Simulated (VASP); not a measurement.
# CaOs4 (Pm-3m) in VASP: notebook

One crystal, CaOs4, is run at these levels: PBE; tasks: single point.

Program: VASP 6.6.1. These are calculated values, not measurements. Logs are shortened: lines on timing, memory, paths and dates and some standing lists are left out, and cuts for length are marked.

## 1. Starting point

It takes space group Pm-3m (No. 221, cubic). The conventional cell has a = 4.484 Å, b = 4.484 Å, c = 4.484 Å, α = 90.00°, β = 90.00°, γ = 90.00°. Around Ca (site symmetry m-3m) lie 6 Os at 2.24 Å. Os (site symmetry 4/mmm) is surrounded by 2 Ca at 2.24 Å. Os (site symmetry m-3m) is surrounded by 12 Os at 3.17 Å.

The cell was built by a generator and needn't be a form met in nature.

## 2. Single point, PBE

INCAR reads:

```
  PREC = Accurate
  ENCUT = 520
  EDIFF = 1E-6
  ISMEAR = 0
  SIGMA = 0.1
  LREAL = F
  LASPH = T
  NELM = 60
  ALGO = Fast
  ISIF = 2
  LWAVE = F
  LCHARG = F
  GGA = PE
  NBANDS = 29
```

KPOINTS reads:

```
regular mesh
0
Gamma
  8 8 8
```

POSCAR reads:

```
CaOs4
1.0
    4.4836251713      0.0000000000      0.0000000000
    0.0000000000      4.4836251713      0.0000000000
    0.0000000000      0.0000000000      4.4836251713
Ca Os
1 4
Direct
    0.0000000000      0.0000000000      0.0000000000
    0.5000000000      0.0000000000      0.0000000000
    0.0000000000      0.5000000000      0.0000000000
    0.0000000000      0.0000000000      0.5000000000
    0.5000000000      0.5000000000      0.5000000000
```

Potentials or basis: VASP PAW PBE potentials, release 64 (Ca_sv, Os).

The run is started by

```sh
$ cat potpaw_PBE.64/Ca_sv/POTCAR potpaw_PBE.64/Os/POTCAR > POTCAR
$ mpirun -np 1 vasp_std > vasp.out
```

OUTCAR:

```text
PREC = Accurate
   ENCUT = 520
   EDIFF = 1E-6
   ISMEAR = 0
   LREAL = F
   LASPH = T
   NELM = 60
   ISIF = 2
   GGA = PE

 ion  position               nearest neighbor table
   1  0.000  0.000  0.000-   2 2.24   3 2.24   4 2.24   4 2.24   3 2.24   2 2.24
   2  0.500  0.000  0.000-   1 2.24   1 2.24   4 3.17   5 3.17   4 3.17   5 3.17   3 3.17   5 3.17
                             5 3.17   3 3.17   3 3.17   4 3.17   4 3.17   3 3.17
   3  0.000  0.500  0.000-   1 2.24   1 2.24   4 3.17   5 3.17   4 3.17   5 3.17   2 3.17   2 3.17
                             4 3.17   4 3.17   2 3.17   5 3.17   5 3.17   2 3.17
   4  0.000  0.000  0.500-   1 2.24   1 2.24   3 3.17   5 3.17   2 3.17   2 3.17   3 3.17   3 3.17
                             5 3.17   3 3.17   2 3.17   5 3.17   2 3.17   5 3.17
   5  0.500  0.500  0.500-   2 3.17   3 3.17   4 3.17   2 3.17   3 3.17   2 3.17   4 3.17   2 3.17
                             3 3.17   4 3.17   3 3.17   4 3.17

  LATTYP: Found a simple cubic cell.
 ALAT       =     4.4836251713

  Lattice vectors:

 A1 = (   4.4836251713,   0.0000000000,   0.0000000000)
 A2 = (   0.0000000000,   4.4836251713,   0.0000000000)
 A3 = (   0.0000000000,   0.0000000000,   4.4836251713)

Analysis of symmetry for initial positions (statically):
=====================================================================
 Subroutine PRICEL returns:
 Original cell was already a primitive cell.

 Routine SETGRP: Setting up the symmetry group for a
 simple cubic supercell.

 Subroutine GETGRP returns: Found 48 space group operations
 (whereof 48 operations were pure point group operations)
 out of a pool of 48 trial point group operations.

The static configuration has the point symmetry O_h .

Analysis of symmetry for dynamics (positions and initial velocities):
=====================================================================
 Subroutine PRICEL returns:
 Original cell was already a primitive cell.

 Routine SETGRP: Setting up the symmetry group for a
 simple cubic supercell.

 Subroutine GETGRP returns: Found 48 space group operations
 (whereof 48 operations were pure point group operations)
 out of a pool of 48 trial point group operations.

The dynamic configuration has the point symmetry O_h .

 Subroutine INISYM returns: Found 48 space group operations
 (whereof 48 operations are pure point group operations),
 and found     1 'primitive' translations

----------------------------------------------------------------------------------------

                                     Primitive cell

  volume of cell :      90.1338

  direct lattice vectors                    reciprocal lattice vectors
     4.483625171  0.000000000  0.000000000     0.223033809  0.000000000  0.000000000
     0.000000000  4.483625171  0.000000000     0.000000000  0.223033809  0.000000000
     0.000000000  0.000000000  4.483625171     0.000000000  0.000000000  0.223033809

  length of vectors
     4.483625171  4.483625171  4.483625171     0.223033809  0.223033809  0.223033809

  position of ions in fractional coordinates (direct lattice)
     0.000000000  0.000000000  0.000000000
     0.500000000  0.000000000  0.000000000
     0.000000000  0.500000000  0.000000000
     0.000000000  0.000000000  0.500000000
     0.500000000  0.500000000  0.500000000

  ion indices of the primitive-cell ions
   primitive index   ion index
                 1           1
                 2           2
                 3           3
                 4           4
                 5           5

----------------------------------------------------------------------------------------

 KPOINTS: regular mesh

Automatic generation of k-mesh.
 Grid dimensions read from file:
 generate k-points for:    8    8    8

 Generating k-lattice:

  Cartesian coordinates                     Fractional coordinates (reciprocal lattice)
     0.027879226  0.000000000  0.000000000     0.125000000  0.000000000  0.000000000
     0.000000000  0.027879226  0.000000000     0.000000000  0.125000000  0.000000000
     0.000000000  0.000000000  0.027879226     0.000000000  0.000000000  0.125000000

  Length of vectors
     0.027879226  0.027879226  0.027879226

  Shift w.r.t. Gamma in fractional coordinates (k-lattice)
     0.000000000  0.000000000  0.000000000

 Subroutine IBZKPT returns following result:
 ===========================================

 Found     35 irreducible k-points:

 Following reciprocal coordinates:
            Coordinates               Weight
  0.000000  0.000000  0.000000      1.000000
  0.125000  0.000000  0.000000      6.000000
  0.250000  0.000000  0.000000      6.000000
  0.375000  0.000000  0.000000      6.000000
  0.500000  0.000000  0.000000      3.000000
  0.125000  0.125000  0.000000     12.000000
[... 16 lines left out ...]
  0.375000  0.375000  0.125000     24.000000
  0.500000  0.375000  0.125000     24.000000
 [... further k-points ...]
   k-points           NKPTS =     35   k-points in BZ     NKDIM =     35   number of bands    NBANDS=     29
   number of dos      NEDOS =    301   number of ions     NIONS =      5
   total plane-waves  NPLWV =  46656
   dimension x,y,z NGX =    36 NGY =   36 NGZ =   36
   dimension x,y,z NGXF=    72 NGYF=   72 NGZF=   72
   ions per type =               1   4
   NGX,Y,Z   is equivalent  to a cutoff of  13.35, 13.35, 13.35 a.u.
   NGXF,Y,Z  is equivalent  to a cutoff of  26.70, 26.70, 26.70 a.u.
 SYSTEM =  unknown system
   PREC   = accura    normal or accurate (medium, high low for compatibility)
   ISTART =      0    job   : 0-new  1-cont  2-samecut
   ICHARG =      2    charge: 1-file 2-atom 10-const
   ISPIN  =      1    spin polarized calculation?
   LNONCOLLINEAR =      F non collinear calculations
   LSORBIT =      F    spin-orbit coupling
   LASPH  =      T    aspherical Exc in radial PAW
   ENCUT  =  520.0 eV  38.22 Ry    6.18 a.u.   8.34  8.34  8.34*2*pi/ulx,y,z
   NELM   =     60;   NELMIN=  2; NELMDL= -5     # of ELM steps
   EDIFF  = 0.1E-05   stopping-criterion for ELM
   LREAL  =      F    real-space projection
   EDIFFG = 0.1E-04   stopping-criterion for IOM
   NSW    =      0    number of steps for IOM
   IBRION =     -1    ionic relax: 0-MD 1-quasi-New 2-CG
   NFREE  =      0    steps in history (QN), initial steepest desc. (CG)
   ISIF   =      2    stress and relaxation
   ISYM   =      2    0-nonsym 1-usesym 2-fastsym
   POTIM  = 0.5000    time-step for ionic-motion
   TEBEG  =    0.0;   TEEND  =   0.0 temperature during run
   PSTRESS=    0.0 pullay stress
   NELECT =      42.0000    total number of electrons
   NUPDOWN=      -1.0000    fix difference up-down
   EMIN   =  10.00;   EMAX   =-10.00  energy-range for DOS
   EFERMI =   0.00;   METHOD = LEGACY
   ISMEAR =     0;   SIGMA  =   0.10  broadening in eV -4-tet -1-fermi 0-gaus
   EFERMI_NEDOS =   21; number of points for ismear=-14 and -15
   IALGO  =     68    algorithm
   IMIX   =      4    mixing-type and parameters
     AMIX     =   0.40;   BMIX     =  1.00
     AMIX_MAG =   1.60;   BMIX_MAG =  1.00
  volume/ion in A,a.u.               =      18.03       121.65
  Fermi-wavevector in a.u.,A,eV,Ry     =   1.269196  2.398432 21.917054  1.610858
  Thomas-Fermi vector in A             =   2.402250
   LORBIT       =      0    0 simple, 1 ext, 2 COOP (PROOUT), +10 PAW based schemes
   GGA     = PE    functional components
   LHFCALC =     F    Hartree Fock is set to
   AEXX    =    0.0000 exact exchange contribution
   IVDW    =     0    specifies the selected vdW correction
   LEPSILON=     F    determine dielectric tensor
   LRPA    =     F    only Hartree local field effects (RPA)
 non-spin polarized calculation
 RMM-DIIS sequential band-by-band and
 Gauss-broadening in eV      SIGMA  =   0.10
  energy-cutoff  :      520.00
  volume of cell :       90.13
 maximum number of plane-waves:      2469
 NGX is ok and might be reduce to    36
   NGX = 17   NGY = 17   NGZ = 17

 number of electron      42.0000007 magnetization

 Free energy of the ion-electron system (eV)
  ---------------------------------------------------
  ext. energy  EPLUGINS =         0.00000000
  ---------------------------------------------------
  free energy    TOTEN  =       -29.47881864 eV

  energy without entropy =      -29.44460155  energy(sigma->0) =      -29.46171009

 E-fermi :   5.4416     XC(G=0): -12.1434

 val. band max:        5.4402636270   @ k =   0.5000   0.3750   0.2500
 cond. band min:       5.4463957164   @ k =   0.1250   0.1250   0.0000
 fundamental gap:      0.0061320894
 Fermi energy:         5.4415914102

 k-point     1 :       0.0000    0.0000    0.0000
  band No.  band energies     occupation
      1     -33.2863      2.00000
      2     -14.5239      2.00000
      3     -14.5239      2.00000
      4     -14.5239      2.00000
      5      -1.7444      2.00000
      6       0.4035      2.00000
[... 21 lines left out ...]
     28       7.4645      0.00000
     29       9.6233      0.00000

 k-point     2 :       0.1250    0.0000    0.0000
  band No.  band energies     occupation
      1     -33.2731      2.00000
      2     -14.6336      2.00000
      3     -14.5296      2.00000
      4     -14.5296      2.00000
      5      -1.5851      2.00000
      6       0.4479      2.00000
[... 21 lines left out ...]
     28       8.3251      0.00000
     29       9.3614      0.00000

 k-point     3 :       0.2500    0.0000    0.0000
  band No.  band energies     occupation
      1     -33.2411      2.00000
      2     -14.8896      2.00000
      3     -14.5435      2.00000
      4     -14.5435      2.00000
      5      -1.1311      2.00000
      6       0.5657      2.00000
[... 638 lines left out ...]
      5       0.6425      2.00000
      6       1.5030      2.00000
[... 21 lines left out ...]
     28       8.3650      0.00000
     29      10.1908      0.00000

 k-point    24 :       0.5000    0.3750    0.1250
  band No.  band energies     occupation
      1     -33.1044      2.00000
      2     -15.2704      2.00000
      3     -15.1777      2.00000
      4     -14.7057      2.00000
      5       1.0609      2.00000
      6       1.3035      2.00000
[... 21 lines left out ...]
     28       9.9382      0.00000
     29      11.1404      0.00000

 [... further k-points ...]

------------------------ aborting loop because EDIFF is reached ----------------------------------------

  FORCE on cell =-STRESS in cart. coord.  units (eV):
  Direction    XX          YY          ZZ          XY          YZ          ZX
  --------------------------------------------------------------------------------------
  -------------------------------------------------------------------------------------
  Total        0.9592644      0.9592644      0.9592644      0.0000000      0.0000000      0.0000000
  in kB       17.0514387     17.0514387     17.0514387      0.0000000      0.0000000      0.0000000
  external PRESSURE =      17.0514387 kB  Pullay stress =       0.0000000 kB

 VOLUME and BASIS-vectors are now :
 -----------------------------------------------------------------------------
  energy-cutoff  :      520.00
  volume of cell :       90.13
      direct lattice vectors                 reciprocal lattice vectors
     4.483625171  0.000000000  0.000000000     0.223033809  0.000000000  0.000000000
     0.000000000  4.483625171  0.000000000     0.000000000  0.223033809  0.000000000
     0.000000000  0.000000000  4.483625171     0.000000000  0.000000000  0.223033809

 POSITION                                       TOTAL-FORCE (eV/Angst)
 -----------------------------------------------------------------------------------
      0.00000      0.00000      0.00000         0.000000      0.000000      0.000000
      2.24181      0.00000      0.00000         0.000000      0.000000      0.000000
      0.00000      2.24181      0.00000         0.000000      0.000000      0.000000
      0.00000      0.00000      2.24181         0.000000      0.000000      0.000000
      2.24181      2.24181      2.24181         0.000000      0.000000      0.000000
 -----------------------------------------------------------------------------------
    total drift:                                0.000000      0.000000     -0.000000

  FREE ENERGIE OF THE ION-ELECTRON SYSTEM (eV)
  ---------------------------------------------------
  free  energy   TOTEN  =       -29.4788186414 eV

  energy  without entropy=      -29.4446015451  energy(sigma->0) =      -29.46171009
```

It took 1.8 min on 1 thread of Intel Xeon Platinum 8488C (Sapphire Rapids), shared host; peak memory 0.25 GiB.

What came out:

```
Free energy            : -29.4788 eV
Pressure               : 1.7 GPa
Band gap on the k mesh : none (metal or under the smearing width)
```

## 3. Single point, PBE (random cell by space group and Wyckoff sites (Pm-3m, No. 221))

INCAR reads:

```
SYSTEM = CaOs4
PREC     = Accurate       ! precision mode
ENCUT    = 520            ! plane-wave cutoff, eV
EDIFF    = 1E-6           ! SCF threshold, eV
ISMEAR   = 0              ! smearing method
SIGMA    = 0.1            ! smearing width, eV
LREAL    = .False.        ! projectors in reciprocal space
LASPH    = .True.         ! aspherical terms in the spheres
NELM     = 100            ! most SCF steps
ALGO     = Normal         ! electronic algorithm
ISIF     = 2              ! what is computed and relaxed
LWAVE    = .False.        ! write WAVECAR
LCHARG   = .True.         ! write CHGCAR
GGA      = PE             ! functional
LELF     = .True.         ! ELF
LVHAR    = .True.       
NBANDS   = 29             ! bands
```

KPOINTS reads:

```
Automatic mesh
0
Gamma
  8 8 8
  0 0 0
```

POSCAR is that of step 2.

Potentials or basis: VASP PAW PBE potentials, release 64 (Ca_sv, Os).

The run is started by

```sh
$ cat potpaw_PBE.64/Ca_sv/POTCAR potpaw_PBE.64/Os/POTCAR > POTCAR
$ mpirun -np 1 vasp_std > vasp.out
```

It took 2 min on 1 thread of Intel Xeon Platinum 8488C (Sapphire Rapids), shared host; peak memory 0.25 GiB.

It converged, with:

- Free energy: -29.4788 eV
- Pressure: 1.7 GPa
- Band gap on the k mesh: none (metal or under the smearing width)

Levels at points of the mesh, in eV from the Fermi level:
```csv
k point,band 19,band 20,band 21,band 22,band 23,band 24
"(0.00, 0.00, 0.00)",0.73,0.73,0.73,0.87,1.27,1.27
"(0.50, 0.00, 0.00)",-0.83,-0.67,-0.67,-0.60,0.34,0.73
"(0.50, 0.50, 0.00)",-0.69,-0.64,-0.64,-0.27,0.19,0.19
"(0.50, 0.50, 0.50)",-0.65,0.60,0.60,0.60,0.97,0.97
```

Spin-orbit coupling is left out, which matters for the levels of Os.
